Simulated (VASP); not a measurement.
```
CELL_PARAMETERS angstrom
      1.91000    -3.30822     0.00000
      1.91000     3.30822     0.00000
      0.00000     0.00000     6.26000
ATOMIC_POSITIONS crystal
  Zn 0.66667 0.33333 0.50000
  Zn 0.33333 0.66667 0.00000
  S  0.66667 0.33333 0.87500
  S  0.33333 0.66667 0.37500
```
Cell charge +0.5.

Level of theory: PBE GGA, VASP's PBE PAW potentials (set 64) (plane waves; VASP). Run with NELECT = 35.5, 400 eV cut-off, 6×6×3 Γ-centred mesh, Gaussian smearing of 0.050 eV, potentials Zn S.

The cell is charged, with a uniform compensating background.

Task: Give the stress tensor in GPa (positive for a compressed cell).

Result: 
```
-7.76   0.00   0.00
 0.00  -7.76   0.00
 0.00   0.00  -6.91
```
The pressure is its mean diagonal, -7.47 GPa.

The compound is ZnS in the wurtzite structure, the high-temperature form. The cell was not relaxed at this level. The k-mesh is coarse (spacing up to 0.33 per Å, 2π included), so the numbers may not be converged in it. The run is one of a series of settings (NELECT = 35.5 against the base run), some of them coarse on purpose.
